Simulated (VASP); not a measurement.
These are PBEsol GGA, VASP's PBE PAW potentials (set 64) (plane waves; VASP 6.6.1) values and carry that method's errors.

Input for VASP

KPOINTS:
```
Automatic mesh
0
Gamma
12 12 12
0 0 0
```

**POSCAR**
```
TaAl
1
   -0.0000000000     2.9583139331     2.9583139331
    2.9583139331     0.0000000000     2.9583139331
    2.9583139331     2.9583139331     0.0000000000
Ta Al
1 1
Direct
  0.0000000000   0.0000000000   0.0000000000
  0.2500000000   0.2500000000   0.2500000000
```

### INCAR
```
# general
SYSTEM  = TaAl
PREC    = Accurate
ENCUT   = 400   # plane-wave cut-off (eV)
LREAL   = F
LASPH   = T   # aspherical one-centre terms

# electronic loop
EDIFF   = 1E-7
NELM    = 100   # most electronic steps
ALGO    = Normal
LMAXMIX = 6

# smearing
ISMEAR  = -5   # tetrahedra, Bloechl

# functional
GGA     = PS   # PBEsol

# ions
ISIF    = 2

# output
LWAVE   = F
LCHARG  = T
LORBIT  = 11   # lm-projected
NEDOS   = 601   # DOS grid
```

POTCAR, in this order: Ta_pv Al (PBE.64 set). Program: vasp_std.

Output of the run:

OUTCAR:
```
 ion  position               nearest neighbor table
   1  0.000  0.000  0.000-   2 2.56   2 2.56   2 2.56   2 2.56
   2  0.250  0.250  0.250-   1 2.56   1 2.56   1 2.56   1 2.56
  LATTYP: Found a face centered cubic cell.
 ALAT       =     5.9166278662
 Subroutine PRICEL returns:
 Original cell was already a primitive cell.
 Subroutine GETGRP returns: Found 24 space group operations
The static configuration has the point symmetry T_d .
The dynamic configuration has the point symmetry T_d .
 Subroutine INISYM returns: Found 24 space group operations
 Subroutine IBZKPT returns following result:
 Found     72 irreducible k-points:

 Following reciprocal coordinates:
            Coordinates               Weight
  0.000000  0.000000  0.000000      1.000000
  0.083333  0.000000  0.000000      8.000000
  0.166667  0.000000  0.000000      8.000000
  0.250000  0.000000  0.000000      8.000000
  0.333333  0.000000  0.000000      8.000000
  0.416667  0.000000  0.000000      8.000000
  0.500000  0.000000  0.000000      4.000000
  0.083333  0.083333  0.000000      6.000000
  0.166667  0.083333  0.000000     24.000000
...
```

File OSZICAR:
```
       N       E                     dE             d eps       ncg     rms          rms(c)
DAV:   1     0.414917106673E+02    0.41492E+02   -0.65463E+03  1728   0.904E+02
DAV:   2    -0.116211332160E+02   -0.53113E+02   -0.51439E+02  1850   0.195E+02
DAV:   3    -0.133357709590E+02   -0.17146E+01   -0.16503E+01  2104   0.306E+01
DAV:   4    -0.133744911677E+02   -0.38720E-01   -0.38413E-01  1878   0.422E+00
DAV:   5    -0.133753789955E+02   -0.88783E-03   -0.87980E-03  2134   0.635E-01    0.862E+00
DAV:   6    -0.123058624932E+02    0.10695E+01   -0.43872E+00  1742   0.134E+01    0.260E+00
DAV:   7    -0.122962986475E+02    0.95638E-02   -0.10414E-01  2013   0.220E+00    0.126E+00
DAV:   8    -0.122911123818E+02    0.51863E-02   -0.68966E-03  1771   0.682E-01    0.218E-01
DAV:   9    -0.122910798793E+02    0.32503E-04   -0.37950E-04  2263   0.150E-01    0.105E-01
DAV:  10    -0.122910712324E+02    0.86470E-05   -0.80747E-05  1714   0.538E-02    0.251E-02
DAV:  11    -0.122910639544E+02    0.72780E-05   -0.52788E-06  1949   0.170E-02    0.828E-03
DAV:  12    -0.122910650738E+02   -0.11194E-05   -0.25614E-07  1856   0.471E-03    0.549E-04
DAV:  13    -0.122910649642E+02    0.10959E-06   -0.12377E-08  1020   0.109E-03    0.502E-04
DAV:  14    -0.122910649506E+02    0.13575E-07   -0.28601E-09   897   0.391E-04
   1 F= -.12291065E+02 E0= -.12291065E+02  d E =0.000000E+00
```

### OUTCAR
```
------------------------ aborting loop because EDIFF is reached ----------------------------------------
  FORCE on cell =-STRESS in cart. coord.  units (eV):
  Direction    XX          YY          ZZ          XY          YZ          ZX
  --------------------------------------------------------------------------------------
  Total        0.0401113      0.0401113      0.0401113     -0.0000000     -0.0000000     -0.0000000
  in kB        1.2411223      1.2411223      1.2411223     -0.0000000     -0.0000000     -0.0000000
  external PRESSURE =       1.2411223 kB  Pullay stress =       0.0000000 kB
  volume of cell :       51.78
      direct lattice vectors                 reciprocal lattice vectors
     0.000000000  2.958313933  2.958313933    -0.169015193  0.169015193  0.169015193
     2.958313933  0.000000000  2.958313933     0.169015193 -0.169015193  0.169015193
     2.958313933  2.958313933  0.000000000     0.169015193  0.169015193 -0.169015193
 POSITION                                       TOTAL-FORCE (eV/Angst)
 -----------------------------------------------------------------------------------
      0.00000      0.00000      0.00000         0.000000      0.000000     -0.000000
      1.47916      1.47916      1.47916        -0.000000     -0.000000      0.000000
 -----------------------------------------------------------------------------------
    total drift:                                0.000000      0.000000      0.000000
  FREE ENERGIE OF THE ION-ELECTRON SYSTEM (eV)
  ---------------------------------------------------
  free  energy   TOTEN  =       -12.2910649506 eV

  energy  without entropy=      -12.2910649506  energy(sigma->0) =      -12.29106495

 total charge

# of ion       s       p       d       tot
------------------------------------------
    1        0.357   6.047   2.321   8.725
    2        0.499   0.447   0.000   0.946
--------------------------------------------------
tot          0.857   6.494   2.321   9.671
```
(Selected blocks of OUTCAR.)

OUTCAR:
```
 val. band max:        2.7939308160   @ k =   0.5000   0.3333   0.0000

 cond. band min:       2.7477747669   @ k =  -0.4167   0.3333   0.0000


 Fermi energy:         2.8041863696

 k-point     1 :       0.0000    0.0000    0.0000
  band No.  band energies     occupation
      1     -31.8914      2.00000
      2     -31.8914      2.00000
      3     -31.8914      2.00000
      4      -4.4068      2.00000
      5       1.5934      2.00000
      6       1.5934      2.00000
      7       1.5934      2.00000
      8       3.4428      0.00000
      9       3.4428      0.00000
     10       9.4663      0.00000
     11       9.9320      0.00000

 k-point     2 :       0.0833    0.0000    0.0000
  band No.  band energies     occupation
      1     -31.8931      2.00000
      2     -31.8917      2.00000
      3     -31.8917      2.00000
      4      -4.3103      2.00000
      5       1.5125      2.00000
      6       1.6333      2.00000
      7       1.6333      2.00000
      8       3.4161      0.00000
      9       3.4161      0.00000
     10       9.1779      0.00000
     11       9.7078      0.00000

 k-point     3 :       0.1667    0.0000    0.0000
  band No.  band energies     occupation
      1     -31.8978      2.00000
      2     -31.8924      2.00000
      3     -31.8924      2.00000
      4      -4.0288      2.00000
      5       1.3002      2.00000
      6       1.7321      2.00000
      7       1.7321      2.00000
      8       3.3743      0.00000
      9       3.3743      0.00000
     10       7.8225      0.00000
     11       9.8507      0.00000

 k-point     4 :       0.2500    0.0000    0.0000
  band No.  band energies     occupation
      1     -31.9042      2.00000
      2     -31.8934      2.00000
      3     -31.8934      2.00000
      4      -3.5898      2.00000
      5       1.0207      2.00000
      6       1.8304      2.00000
      7       1.8304      2.00000
      8       3.4087      0.00000
      9       3.4087      0.00000
...
```

For a metal the tetrahedron method with Blöchl corrections gives inexact stress and forces. Unless said otherwise, spin-orbit coupling is left out, though it shifts the bands of the heavy elements here.

The structure was generated: TaAl was put into the zinc blende type (F-43m), which need not be its known phase. It was relaxed first, which changed the volume by -32 %.
